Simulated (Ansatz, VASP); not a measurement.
**Cross-check of AlN between VASP and Ansatz**

One calculation is typed for both programs; each brings its own data sets. How far apart do they land? The cell is taken from a series of runs on this material, whose earlier steps may have relaxed, scaled, displaced or heated it; both programs get it as it stands.

Program: Ansatz 0.2.0. Level of theory: plane waves, with VASP 6.6.1 beside it; G0W0 gap at PBE. Results are calculated unless marked as measured.

### Step 1. The structure

Symmetry: P6_3mc, No. 186, hexagonal system. Conventional cell: a = 3.130 Å, b = 3.130 Å, c = 5.018 Å, α = 90.00°, β = 90.00°, γ = 120.00°. Nearest to Al lie 4 N at 1.90 to 1.91 Å. Nearest to N lie 4 Al at 1.90 to 1.91 Å. Farther neighbours and most contacts between anions are not listed.

### Step 2. VASP: G0W0 gap, PBE

Quasiparticle shifts depend on high empty states and on the cores, so they are the hardest test of two PAW sets.

Lines of VASP's logs that name or quote its potential files are left out, and so is its time.

The run reads the wave functions of an earlier VASP run, which isn't shown here.

The input, INCAR:

```
SYSTEM = AlN
PREC = Accurate
ENCUT = 450
ISMEAR = 0
SIGMA = 0.01
LREAL = .FALSE.
GGA = PE
NBANDS = 135
ALGO = EVGW0
NELMGW = 1
ENCUTGW = 120
NOMEGA = 64
PRECFOCK = Fast
NBANDSGW = 16
LWAVE = .FALSE.
LCHARG = .FALSE.
```

The input, POSCAR:

```
AlN
1.0
    3.1302233403      0.0000000000      0.0000000000
   -1.5651116702      2.7108529323      0.0000000000
    0.0000000000      0.0000000000      5.0179965356
Al N
2 2
Direct
    0.3333333333      0.6666666667      0.9992305876
    0.6666666667      0.3333333333      0.4992305876
    0.3333333333      0.6666666667      0.3807694124
    0.6666666667      0.3333333333      0.8807694124
```

The input, KPOINTS:

```
Automatic mesh
0
Gamma
6 6 4
0 0 0
```

The projector-augmented-wave data sets are Al_GW and N_GW (PBE family, release 64).

Launch:

```sh
export OMP_NUM_THREADS=3
mpirun -np 1 vasp_std
```

Numbers of over 12 decimals in the logs are rounded to 6 here.

What it wrote:

```text
[banner, memory and clock lines left out]
running    1 mpi-ranks, on    1 nodes
 distrk:  each k-point on    1 cores,    1 groups
 distr:  one band on    1 cores,    1 groups
 Offloading initialized ...    1 GPUs detected
 POSCAR found type information on POSCAR AlN
 POSCAR found :  2 types and       4 ions
|                                                                             |
|           W    W    AA    RRRRR   N    N  II  N    N   GGGG   !!!           |
|           W    W   A  A   R    R  NN   N  II  NN   N  G    G  !!!           |
|           W    W  A    A  R    R  N N  N  II  N N  N  G       !!!           |
|           W WW W  AAAAAA  RRRRR   N  N N  II  N  N N  G  GGG   !            |
|           WW  WW  A    A  R   R   N   NN  II  N   NN  G    G                |
|           W    W  A    A  R    R  N    N  II  N    N   GGGG   !!!           |
|                                                                             |
|     The default for ENCUTGWSOFT is different in this version of VASP.       |
|     please manually set ENCUTGWSOFT =120 in the INCAR file.                 |
|                                                                             |

 LDA part: xc-table for (Slater+PW92), standard interpolation
 found WAVECAR, reading the header
 POSCAR, INCAR and KPOINTS ok, starting setup
 FFT: planning ... GRIDC
 FFT: planning ... GRID_SOFT
 FFT: planning ... GRID
 reading WAVECAR
 the WAVECAR file was read successfully
 initial charge from wavefunction
 available memory per node:   1674.77 GB, setting MAXMEM to   1714969

 The Fermi energy was updated, please check that it is located mid-gap
 values below the HOMO (VB) or above the LUMO (CB) will cause erroneous energies
 E-fermi :   6.9838

 calculate exact exchange contribution
 the WAVEDER file was read successfully
energies w=
    0.000    0.000    0.586    0.000    1.171    0.000    1.753    0.000
    2.332    0.000    2.905    0.000    3.473    0.000    4.034    0.000
    4.588    0.000    5.135    0.000    5.674    0.000    6.205    0.000
    6.730    0.000    7.247    0.000    7.758    0.000    8.262    0.000
    8.762    0.000    9.257    0.000    9.748    0.000   10.237    0.000
   10.724    0.000   11.210    0.000   11.696    0.000   12.184    0.000
   12.674    0.000   13.168    0.000   13.668    0.000   14.174    0.000
   14.688    0.000   15.212    0.000   15.748    0.000   16.298    0.000
   16.864    0.000   17.448    0.000   18.053    0.000   18.682    0.000
   19.338    0.000   20.026    0.000   20.750    0.000   21.513    0.000
   22.324    0.000   23.188    0.000   24.113    0.000   25.108    0.000
   26.185    0.000   27.357    0.000   28.641    0.000   30.056    0.000
   31.626    0.000   33.383    0.000   35.364    0.000   37.620    0.000
   40.214    0.000   43.232    0.000   46.792    0.000   51.053    0.000
   56.248    0.000   62.721    0.000   71.003    0.000   81.967    0.000
   97.148    0.000  119.520    0.000  155.701    0.000  223.995    0.000
 responsefunction array rank=     135
 LDA part: xc-table for (Slater+PW92), standard interpolation

 min. memory requirement per mpi rank    636.4 MB, per node    636.4 MB

 allocating  64 responsefunctions rank=   135
 shmem allocating  64 responsefunctions rank=   135
 response function shared by NCSHMEM nodes    1
 Doing            64  frequencies on each core in blocks of            64
NQ=   1    0.0000    0.0000    0.0000,
|.........|.........|.........|.........|.........|.........|.........|.........
 performed        383000 updates of chi_q(r,r)
 total number of BLAS operations         55.89 Gflops
NQ=   2    0.1667    0.0000    0.0000,
|.........|.........|.........|.........|.........|.........|.........|.........
 performed       1064000 updates of chi_q(r,r)
 total number of BLAS operations        141.07 Gflops
NQ=   3    0.3333    0.0000    0.0000,
|.........|.........|.........|.........|.........|.........|.........|.........
 performed       1745000 updates of chi_q(r,r)
 total number of BLAS operations        231.78 Gflops
NQ=   4    0.5000    0.0000    0.0000,
|.........|.........|.........|.........|.........|.........|.........|.........
 performed       2270000 updates of chi_q(r,r)
 total number of BLAS operations        294.40 Gflops
NQ=   5    0.1667    0.1667    0.0000,
|.........|.........|.........|.........|.........|.........|.........|.........
 performed       2977000 updates of chi_q(r,r)
 total number of BLAS operations        385.67 Gflops
NQ=   6    0.3333    0.1667    0.0000,
|.........|.........|.........|.........|.........|.........|.........|.........
 performed       3788000 updates of chi_q(r,r)
 total number of BLAS operations        495.31 Gflops
NQ=   7    0.3333    0.3333    0.0000,
|.........|.........|.........|.........|.........|.........|.........|.........
 performed       4244000 updates of chi_q(r,r)
 total number of BLAS operations        556.12 Gflops
NQ=   8    0.0000    0.0000    0.2500,
|.........|.........|.........|.........|.........|.........|.........|.........
 performed       4657000 updates of chi_q(r,r)
 total number of BLAS operations        606.18 Gflops
NQ=   9    0.1667    0.0000    0.2500,
|.........|.........|.........|.........|.........|.........|.........|.........
 performed       5416000 updates of chi_q(r,r)
 total number of BLAS operations        701.07 Gflops
NQ=  10    0.3333    0.0000    0.2500,
|.........|.........|.........|.........|.........|.........|.........|.........
 performed       6175000 updates of chi_q(r,r)
 total number of BLAS operations        800.58 Gflops
NQ=  11    0.5000    0.0000    0.2500,
|.........|.........|.........|.........|.........|.........|.........|.........
 performed       6778000 updates of chi_q(r,r)
 total number of BLAS operations        884.72 Gflops
NQ=  12    0.1667    0.1667    0.2500,
|.........|.........|.........|.........|.........|.........|.........|.........
 performed       7589000 updates of chi_q(r,r)
 total number of BLAS operations        992.69 Gflops
NQ=  13    0.3333    0.1667    0.2500,
|.........|.........|.........|.........|.........|.........|.........|.........
 performed       8503000 updates of chi_q(r,r)
 total number of BLAS operations       1110.72 Gflops
NQ=  14    0.3333    0.3333    0.2500,
|.........|.........|.........|.........|.........|.........|.........|.........
 performed       9002000 updates of chi_q(r,r)
 total number of BLAS operations       1180.41 Gflops
NQ=  15    0.0000    0.0000    0.5000,
|.........|.........|.........|.........|.........|.........|.........|.........
 performed       9385000 updates of chi_q(r,r)
 total number of BLAS operations       1230.65 Gflops
NQ=  16    0.1667    0.0000    0.5000,
|.........|.........|.........|.........|.........|.........|.........|.........
 performed      10066000 updates of chi_q(r,r)
 total number of BLAS operations       1311.79 Gflops
NQ=  17    0.3333    0.0000    0.5000,
|.........|.........|.........|.........|.........|.........|.........|.........
 performed      10747000 updates of chi_q(r,r)
 total number of BLAS operations       1401.10 Gflops
NQ=  18    0.5000    0.0000    0.5000,
|.........|.........|.........|.........|.........|.........|.........|.........
 performed      11272000 updates of chi_q(r,r)
 total number of BLAS operations       1470.03 Gflops
NQ=  19    0.1667    0.1667    0.5000,
|.........|.........|.........|.........|.........|.........|.........|.........
 performed      11979000 updates of chi_q(r,r)
 total number of BLAS operations       1557.04 Gflops
NQ=  20    0.3333    0.1667    0.5000,
|.........|.........|.........|.........|.........|.........|.........|.........
 performed      12790000 updates of chi_q(r,r)
 total number of BLAS operations       1660.04 Gflops
NQ=  21    0.3333    0.3333    0.5000,
|.........|.........|.........|.........|.........|.........|.........|.........
 performed      13246000 updates of chi_q(r,r)
 total number of BLAS operations       1707.53 Gflops
 resolving degeneracies of screened two electron integrals

 calculate QP shifts <psi_nk| G(iteration)W_0 |psi_nk>: iteration 1
 entering main loop
```

From OUTCAR (step 2):

```text
ion  position               nearest neighbor table
   1  0.333  0.667  0.999-   4 1.90   4 1.90   4 1.90   3 1.91
   2  0.667  0.333  0.499-   3 1.90   3 1.90   3 1.90   4 1.91
   3  0.333  0.667  0.381-   2 1.90   2 1.90   2 1.90   1 1.91
   4  0.667  0.333  0.881-   1 1.90   1 1.90   1 1.90   2 1.91

  LATTYP: Found a hexagonal cell.
 ALAT       =     3.1302233403
 C/A-ratio  =     1.6030793940

 Subroutine GETGRP returns: Found 12 space group operations
 (whereof  6 operations were pure point group operations)

The static configuration has the point symmetry C_3v.
 The point group associated with its full space group is C_6v.

 Found     21 irreducible k-points:

   k-points           NKPTS =     21   k-points in BZ     NKDIM =    144   number of bands    NBANDS=    135

   dimension x,y,z NGX =    24 NGY =   24 NGZ =   36
   dimension x,y,z NGXF=    48 NGYF=   48 NGZF=   72

   ENCUT  =  450.0 eV  33.07 Ry    5.75 a.u.   5.41  5.41  8.68*2*pi/ulx,y,z

   NELECT =      16.0000    total number of electrons

  energy-cutoff  :      450.00
  volume of cell :       42.58
      direct lattice vectors                 reciprocal lattice vectors
     3.130223340  0.000000000  0.000000000     0.319466022  0.184443794 -0.000000000
    -1.565111670  2.710852932  0.000000000     0.000000000  0.368887588  0.000000000
     0.000000000  0.000000000  5.017996536     0.000000000 -0.000000000  0.199282720

 k-points in reciprocal lattice and weights: Automatic mesh
   0.00000000  0.00000000  0.00000000       0.007
   0.16666667  0.00000000  0.00000000       0.042
   0.33333333  0.00000000  0.00000000       0.042
   0.50000000  0.00000000  0.00000000       0.021
   0.16666667  0.16666667  0.00000000       0.042
   0.33333333  0.16666667  0.00000000       0.083
   0.33333333  0.33333333  0.00000000       0.014
   0.00000000  0.00000000  0.25000000       0.014
   0.16666667  0.00000000  0.25000000       0.083
[...]
0.33333333  0.16666667  0.50000000       0.083
   0.33333333  0.33333333  0.50000000       0.014

 E-fermi :   6.9838

 QP shifts <psi_nk| G(iteration)W_0 |psi_nk>: iteration 1
 for sc-GW calculations column KS-energies equals QP-energies in previous step
 and V_xc(KS)=  KS-energies - (<T + V_ion + V_H > + <T+V_H+V_ion>^1  + <V_x>^1)
 k-point   1 :       0.0000    0.0000    0.0000
  band No.  KS-energies  QP-energies   sigma(KS)   V_xc(KS)     V^pw_x(r,r')   Z            occupation Imag(sigma)
    ...
      5       4.1189       3.2674     -17.3574     -16.2579     -20.5264       0.7745       2.0000       0.0633
      6       4.7645       4.0084     -17.6993     -16.7286     -20.7246       0.7789       2.0000       0.0587
      7       4.7645       4.0084     -17.6993     -16.7286     -20.7246       0.7789       2.0000       0.0587
      8       4.9651       4.2529     -17.7334     -16.8188     -20.6994       0.7788       2.0000       0.0577
      9       9.0026       9.7958     -11.4615     -12.4379      -7.8454       0.8124       0.0000      -0.0552
     10      11.4704      12.3364      -9.8464     -10.9067      -5.6753       0.8168       0.0000      -0.0644
     11      15.4201      16.6212     -12.3559     -13.9491      -7.1260       0.7539       0.0000      -0.1258
     12      15.9874      16.8713      -8.7324      -9.8352      -3.9045       0.8014       0.0000      -0.0985
    ...

 k-point   2 :       0.1667    0.0000    0.0000
  band No.  KS-energies  QP-energies   sigma(KS)   V_xc(KS)     V^pw_x(r,r')   Z            occupation Imag(sigma)
    ...
      5       3.4763       2.5857     -16.7258     -15.5745     -19.8280       0.7736       2.0000       0.0662
      6       3.7343       2.8238     -17.0366     -15.8584     -20.2490       0.7728       2.0000       0.0658
      7       4.6809       3.9132     -17.6843     -16.6980     -20.7379       0.7784       2.0000       0.0594
      8       4.7964       4.0550     -17.6247     -16.6721     -20.6275       0.7783       2.0000       0.0586
      9      10.2871      11.1877     -12.0901     -13.2112      -8.3817       0.8033       0.0000      -0.0579
     10      12.5362      13.4747     -10.1360     -11.2938      -5.8276       0.8105       0.0000      -0.0698
     11      14.0580      15.0024     -10.4887     -11.6898      -5.7326       0.7863       0.0000      -0.0961
     12      14.6147      15.5229      -9.5935     -10.7306      -4.8784       0.7987       0.0000      -0.0903
    ...

 k-point   3 :       0.3333    0.0000    0.0000
  band No.  KS-energies  QP-energies   sigma(KS)   V_xc(KS)     V^pw_x(r,r')   Z            occupation Imag(sigma)
    ...
      5       1.6728       0.5853     -15.8799     -14.4486     -19.4188       0.7598       2.0000       0.0902
      6       3.1528       2.1619     -16.6702     -15.3830     -19.9788       0.7698       2.0000       0.0708
      7       4.1092       3.2659     -16.9882     -15.9006     -20.0512       0.7754       2.0000       0.0622
      8       4.4234       3.6142     -17.5276     -16.4852     -20.6310       0.7764       2.0000       0.0608
      9      11.1135      11.8795      -9.8654     -10.8078      -5.7842       0.8128       0.0000      -0.0655
     10      11.6124      12.3398      -9.3999     -10.2945      -5.1876       0.8131       0.0000      -0.0704
     11      12.7671      13.7499     -10.8277     -12.0509      -6.4819       0.8034       0.0000      -0.0746
     12      15.1333      16.2781     -11.1880     -12.6529      -6.3180       0.7815       0.0000      -0.0990
    ...

 k-point   4 :       0.5000    0.0000    0.0000
  band No.  KS-energies  QP-energies   sigma(KS)   V_xc(KS)     V^pw_x(r,r')   Z            occupation Imag(sigma)
    ...
      5       1.6684       0.5602     -15.6102     -14.1478     -19.1416       0.7578       2.0000       0.0918
      6       2.9100       1.8891     -16.5435     -15.2141     -19.8967       0.7680       2.0000       0.0731
      7       3.2197       2.2648     -15.9861     -14.7511     -19.0488       0.7732       2.0000       0.0679
      8       4.2833       3.4530     -17.4438     -16.3734     -20.5715       0.7758       2.0000       0.0618
      9      10.7235      11.3820      -8.8032      -9.6027      -4.7274       0.8236       0.0000      -0.0636
     10      10.7275      11.4290      -9.7776     -10.6394      -5.8192       0.8140       0.0000      -0.0642
     11      12.9825      13.9294     -10.4377     -11.6110      -6.0726       0.8070       0.0000      -0.0744
     12      15.1086      16.3022     -11.9839     -13.5329      -7.0067       0.7706       0.0000      -0.1068
    ...

[... 4 further parts left out ...]
```

[end of part 1 of 2]

[Lines on the potential files, build, host, timing and source positions are cut from VASP's logs without a mark.]

[Logs are printed without paths, hosts, clocks, repeated set-up lines and the standing remarks that a program may print on its own settings, such as how far it seeks lower states.]

[Hosts, paths, dates, database ids (printed as entryN), source tags and the programs' standing remarks are cut or masked in the printed files.]
